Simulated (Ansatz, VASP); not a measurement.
# SiC in two plane-wave programs

Wanted: the spread between two codes on one cell, functional and k mesh. The cell is taken from a series of runs on this material, whose earlier steps may have relaxed, scaled, displaced or heated it; both programs get it as it stands.

Program: Ansatz 0.2.0. Level of theory: plane waves, with VASP 6.6.1 beside it; zone-centre phonons at LDA. Results are calculated unless marked as measured.

## 1. Starting point

It takes space group P6_3mc (No. 186, hexagonal). Conventional cell: a = 2.997 Å, b = 2.997 Å, c = 10.057 Å, α = 90.00°, β = 90.00°, γ = 120.00°. C has 4 Si at 1.84 to 1.88 Å nearest. C has 4 Si at 1.85 to 1.87 Å nearest. Si has 4 C at 1.85 to 1.88 Å nearest. Nearest to Si lie 4 C at 1.84 to 1.87 Å. Farther neighbours are not listed.

## 2. Ansatz: zone-centre phonons, LDA

Ansatz runs on its PAW soft_1 files.

Second derivatives magnify differences that forces hide, and they need a tight electronic threshold.

Input file input.yaml:

```yaml
crystal:
  lattice:
    - [2.9973327293, 0.0, 0.0]
    - [-1.4986663647, 2.5957662872, 0.0]
    - [0.0, 0.0, 10.0572034417]
  atoms:
    - { symbol: C, position: [0.6666666667, 0.3333333333, 0.7505822003] }
    - { symbol: C, position: [0.3333333333, 0.6666666667, 0.2505822003] }
    - { symbol: C, position: [0.0, 0.0, 0.501122594] }
    - { symbol: C, position: [0.0, 0.0, 0.001122594] }
    - { symbol: Si, position: [0.6666666667, 0.3333333333, 0.9371470314] }
    - { symbol: Si, position: [0.3333333333, 0.6666666667, 0.4371470314] }
    - { symbol: Si, position: [0.0, 0.0, 0.6871471743] }
    - { symbol: Si, position: [0.0, 0.0, 0.1871471743] }
kpoints:
  mp_grid: { grid: [9, 9, 4] }
hamiltonian:
  xc: lda
  pseudopotentials: { kind: paw, azcp: { folder: soft_1 }, xc_functional: pbe }
scf:
  occupations: { method: fixed }
output:
  eigenvalues: true
phonons:
  method: dfpt
  dielectric: true
  rigid_motions: translations
```

Run with:

```bash
ansatz run input.yaml --threads 8 --pin off --max-ram 16384MiB --backend cpu --events-out ev --progress --plain --runs-dir out
```

Numbers of over 12 decimals in the logs are rounded to 6 here.

What it wrote:

```text
Engine: ansatz 0.2.0, aarch64-unknown-linux-gnu
Pseudopotentials: kind: paw
Pseudopotential: C, paw, valence charge 4, recommended cutoff 420 eV (normal), soft_1/C.paw.azcp
Pseudopotential: Si, paw, valence charge 4, recommended cutoff 420 eV (normal), soft_1/Si.paw.azcp
Functional definition: SPW92
  exchange = slater_x
  correlation = pw_c
Crystal: 8 atoms, lattice volume = 78.249 Å³
Basis set: ecut = 420 eV, 1497 PW (Γ), exchange–correlation on 48×48×144 points (8 copies of the dense FFT grid, shifted against one another)
Bands: 24, of which v1, the nominal top of the filled ones, is band 16 counted from 1 (15 counted from 0)
Symmetry: 12 space group operations
k-points: 95 of 324 (irreducible under 2 space group operations, time reversal used)
Non-local potential: C, projectors of the file, l = 0: 2, l = 1: 2, l = 2: 1
Non-local potential: Si, projectors of the file, l = 0: 2, l = 1: 2, l = 2: 1
PAW form: soft (Blöchl's): semilocal exchange-correlation on the pseudo side does not see the compensation charge
PAW frozen core: C, regenerated for the run's functional, and the local potential with it (the file was generated under x = pbe(κ = 0.804, μ = 0.219515), c = pbe(β = 0.066725))
PAW frozen core: Si, regenerated for the run's functional, and the local potential with it (the file was generated under x = pbe(κ = 0.804, μ = 0.219515), c = pbe(β = 0.066725))
PAW one-centre angular grid: C, 110 points (default); XC on 64 Gauss nodes
PAW one-centre angular grid: Si, 110 points (default); XC on 64 Gauss nodes
Initial density: superposition of atomic densities (chi_scale 0.1, normalization cell, long waves kept (reshape's long-wave potential 0.00 eV rms))
Initial wavefunctions: pseudopotential atomic-orbital guess
Functional: x = slater, c = lda
SCF iter   1: F=—  HF=-3415.525764 eV  |F-HF|=—  |Δ(HF+E_count)|=         —  Δρ=1.49e-1  dr2=2.06e1  ethr=3.10e-3  ⟨swp⟩=5.0  Hψ=10635  notcnv=0  defer=508
preconditioner: auto → none  [insulator: Δε(μ)=4.145 eV  Ē_g=13.220 eV  n_scr=6 (ndim 8)  ℏωp=23.7 eV  f_vac=0.000  ε∞_Penn≈4.2]
SCF iter   2: F=—  HF=-3409.095380 eV  |F-HF|=—  |Δ(HF+E_count)|=    6.43e0  Δρ=5.01e-2  dr2=1.22e0  ethr=3.10e-3  ⟨swp⟩=4.0  Hψ=6336  notcnv=0  defer=550
SCF iter   3: F=—  HF=-3408.731696 eV  |F-HF|=—  |Δ(HF+E_count)|=   3.64e-1  Δρ=1.89e-2  dr2=1.42e-1  ethr=3.10e-3  ⟨swp⟩=2.6  Hψ=4366  notcnv=0  defer=550
SCF iter   4: F=—  HF=-3408.698726 eV  |F-HF|=—  |Δ(HF+E_count)|=   3.30e-2  Δρ=1.61e-3  dr2=1.11e-3  ethr=4.44e-4  ⟨swp⟩=2.5  Hψ=2983  notcnv=0  defer=570
SCF iter   5: F=—  HF=-3408.698870 eV  |F-HF|=—  |Δ(HF+E_count)|=   1.44e-4  Δρ=2.91e-4  dr2=1.88e-4  ethr=3.48e-6  ⟨swp⟩=2.4  Hψ=3612  notcnv=0  defer=570
SCF iter   6: F=—  HF=-3408.698825 eV  |F-HF|=—  |Δ(HF+E_count)|=   4.52e-5  Δρ=1.20e-4  dr2=1.19e-5  ethr=5.86e-7  ⟨swp⟩=2.0  Hψ=3027  notcnv=0  defer=555
SCF iter   7: F=—  HF=-3408.698826 eV  |F-HF|=—  |Δ(HF+E_count)|=   1.14e-6  Δρ=4.29e-5  dr2=1.80e-6  ethr=3.72e-8  ⟨swp⟩=2.0  Hψ=3046  notcnv=0  defer=401
SCF iter   8: F=—  HF=-3408.698825 eV  |F-HF|=—  |Δ(HF+E_count)|=   6.29e-7  Δρ=7.90e-6  dr2=3.59e-8  ethr=5.61e-9  ⟨swp⟩=2.4  Hψ=3700  notcnv=0  defer=310
SCF iter   9: F=—  HF=-3408.698825 eV  |F-HF|=—  |Δ(HF+E_count)|=   2.65e-9  Δρ=2.05e-6  dr2=1.43e-9  ethr=1.12e-10  ⟨swp⟩=2.3  Hψ=3300  notcnv=0  defer=310
SCF iter  10: F=-3408.698825 eV  HF=-3408.698825 eV  |F-HF|=5.46e-12  |Δ(HF+E_count)|=  1.40e-10  Δρ=3.00e-7  dr2=2.77e-11  ethr=1.00e-12  ⟨swp⟩=17.0  Hψ=18692  notcnv=0
SCF 1 converged in 10 iterations: F = -3408.698825 eV  dr2 = 2.77e-11
  greatest PAW one-centre occupation: 0.647 electrons in one spin orbital (limit 2), on the C atom at site 1 (counted from 0), in its partial waves of l = 0
NSCF: frozen V_eff on 4 k-points
DFPT response loops at Γ: preconditioner auto → Resta (q_TF=auto, 2.351 Å⁻¹)  ε∞=5.3 (no band partly filled); β = 1.00, the filter's whole step (`scf.mixing.beta` (0.50) is not read by the response loops at its default; to damp them type it under 1.00, their step now; it binds the ground state too); Broyden in place of MSR1
── the response to a field inside a basis, on 10×10×4 k-points: an SCF that follows is theirs, and a resumed run solves both again ──
Bands: 17, of which v1, the nominal top of the filled ones, is band 16 counted from 1 (15 counted from 0)
k-points: 60 of 400 (irreducible under 4 space group operations, time reversal used)
Initial density: handed on by an earlier stage of this run
Initial wavefunctions: pseudopotential atomic-orbital guess (no wavefunctions were taken with the density)
Eigensolver: Dense (60 Hₖ)
SCF iter   1: F=—  HF=-3408.688852 eV  |F-HF|=—  |Δ(HF+E_count)|=         —  Δρ=1.35e-4  dr2=3.34e-6  ethr=1.00e-1
preconditioner: auto → none  [insulator: Δε(μ)=2.207 eV  Ē_g=9.953 eV  n_scr=6 (ndim 8)  ℏωp=23.7 eV  f_vac=0.000  ε∞_Penn≈6.7]
SCF iter   2: F=—  HF=-3408.688852 eV  |F-HF|=—  |Δ(HF+E_count)|=   5.48e-7  Δρ=6.58e-5  dr2=7.42e-7  ethr=1.04e-8
SCF iter   3: F=-3408.688852 eV  HF=-3408.688852 eV  |F-HF|=3.66e-8  |Δ(HF+E_count)|=   2.57e-7  Δρ=4.51e-6  dr2=4.24e-8  ethr=2.32e-9
SCF 1 converged in 3 iterations: F = -3408.688852 eV  dr2 = 4.24e-8
DFPT response loops at Γ: preconditioner auto → Resta (q_TF=auto, 2.351 Å⁻¹)  ε∞=5.2 (no band partly filled); β = 1.00, the filter's whole step (`scf.mixing.beta` (0.50) is not read by the response loops at its default; to damp them type it under 1.00, their step now; it binds the ground state too); Broyden in place of MSR1
SCF converged after 10 iterations
Free energy (F): -3408.698825 eV
Harris-Foulkes:  -3408.698825 eV  (|F-HF|=5.46e-12)
Internal energy: -3408.698825 eV  (E = F + TS)
E sigma→0 (E₀):  -3408.698825 eV
Fermi energy:    10.124638 eV
--- Per-component energies (eV) ---
  E_band       = 126.446934
  E_kinetic    = 545.263324
  E_local      = -375.597834  (includes V_loc(G=0)·N_el)
  E_nonlocal   = 191.347600
  E_hartree    = 124.628986
  E_xc         = -423.621054
  E_vxc        = -440.013426  (∫ρ·V_xc dr)
  E_paw        = -2311.365801  (= ΣΔE_a)
  E_vpaw       = -43.810855  (= ΣTr[D̂ρ^β])
  E_aug_tail   = 0.000187  (compensation charges beyond the density's cutoff)
  E_ewald      = -1159.942885
  E_core_change = 0.588653  (= ΣΔE_core)
  E_smearing   = -0.000000  (= −TS)
  E_closure    = 0.000000  (closes the sum)
  Σ components = -3408.698825   (vs F -3408.698825, Δ=0.00e0)
--- Band table (eV; the first three rows and the last of 95) ---
  k-point 0: bands = [... 12 lower, 9.5797, 9.7874, 10.1246, 10.1246, 15.9387, 16.4616, 16.4870, 17.0437, ... 4 higher]
  k-point 1: bands = [... 12 lower, 9.7404, 9.7404, 10.0735, 10.0735, 15.9928, 16.3327, 16.8151, 17.1968, ... 4 higher]
  k-point 2: bands = [... 12 lower, 9.9338, 9.9338, 9.9338, 9.9338, 16.1350, 16.1350, 17.3619, 17.3619, ... 4 higher]
  k-point 94: bands = [... 12 lower, 6.6796, 6.6796, 8.5048, 8.5048, 14.2523, 14.2523, 15.4815, 15.4815, ... 4 higher]
--- Phonons (Γ-DFPT): 8 representative perturbations + reference, on 95 of 324 k-points (Σ response iterations 25) ---
  k mesh reduced under 2 symmetry operations, with k and −k counted as one. Each operation leaves every solved perturbation unchanged. A smaller set is not considered because the run solves the response to a homogeneous field
  ASR residual: 1.380e-4 → 0.000e0 eV/Å²; symmetrization residual: 3.431e-6 eV/Å²
  ASR residual per site (eV/Å²): 3.95e-5 3.95e-5 8.53e-5 8.53e-5 8.08e-5 8.08e-5 1.38e-4 1.38e-4
  Γ frequencies (cm⁻¹): 0.00 0.00 0.00 190.75 190.75 198.07 198.07 256.95 256.95 407.22 414.40 620.86 803.50 814.38 814.38 822.55 822.55 829.23 829.23 840.47 840.47 859.69 937.07 945.84
  ε∞ (high-frequency dielectric tensor):
        6.844557     0.000000    -0.000000
        0.000000     6.844557     0.000000
       -0.000000     0.000000     7.307074
  ε⁰ (static dielectric tensor: ions relaxed, cell fixed):
        9.998204    -0.000000     0.000000
       -0.000000     9.998204     0.000000
        0.000000     0.000000    11.023883
  ε⁰ − ε∞ (ionic part):
        3.153646    -0.000000     0.000000
       -0.000000     3.153646     0.000000
        0.000000     0.000000     3.716809
  softest optical mode at Γ: 190.75 cm⁻¹; the repairs (sum rule, projections) moved no ω² at Γ by more than (1.95 cm⁻¹)²
  Born effective charges Z* (e; rows j = field, columns β = displacement):
    site 0:
        -2.74590    0.00000   -0.00000
         0.00000   -2.74590    0.00000
         0.00000    0.00000   -2.79972
    site 1:
        -2.74590    0.00000    0.00000
        -0.00000   -2.74590   -0.00000
        -0.00000    0.00000   -2.79972
    site 2:
        -2.71289   -0.00000   -0.00000
         0.00000   -2.71289   -0.00000
        -0.00000   -0.00000   -2.86361
    site 3:
        -2.71289   -0.00000    0.00000
         0.00000   -2.71289    0.00000
         0.00000    0.00000   -2.86361
    site 4:
         2.72394    0.00000    0.00000
        -0.00000    2.72394    0.00000
        -0.00000    0.00000    2.71187
    site 5:
[...]
site 6:
[...]
site 7:
[...]
Z* charge neutrality: 1.109e-2 e pre-enforcement
  solved inside a basis spanned on kpoints, on 10×10×4 k-points, its susceptibility summed on 14×14×4: ε∞ is read to err by 2.7e-2, Z* by 1.7e-2 e (field_mesh: kpoints solves on kpoints); Z* is corrected for what the basis lacks
  optical modes at Γ without the LO–TO term, one row a degenerate level:
      ω (cm⁻¹)  modes    IR ((D/Å)²/amu)
[...]
optical modes at Γ + LO–TO along q̂ = [1.0000, 0.0000, 0.0000]:
      ω (cm⁻¹)  modes    IR ((D/Å)²/amu)
[...]
optical modes at Γ + LO–TO along q̂ = [0.0000, 1.0000, 0.0000]:
      ω (cm⁻¹)  modes    IR ((D/Å)²/amu)
[...]
optical modes at Γ + LO–TO along q̂ = [0.0000, 0.0000, 1.0000]:
      ω (cm⁻¹)  modes    IR ((D/Å)²/amu)
[...]
814.38      2             0.0315
        822.55      2             0.0000
        829.23      2             0.0000
        840.47      2           163.4008
        859.41      1             0.0501
        937.07      1             0.0000
        945.84      1             0.0000
        987.02      1            87.9387
```

The column dr2 measures how far the density is from self-consistency, as an energy; F and HF (Harris–Foulkes) agree once it is small.

(Part 1 of 3 ends here.)

[Lines on the potential files, build, host, timing and source positions are cut from VASP's logs without a mark.]

[Logs are printed without paths, hosts, clocks, repeated set-up lines and the standing remarks that a program may print on its own settings, such as how far it seeks lower states.]

[Hosts, paths, dates, database ids (printed as entryN), source tags and the programs' standing remarks are cut or masked in the printed files.]
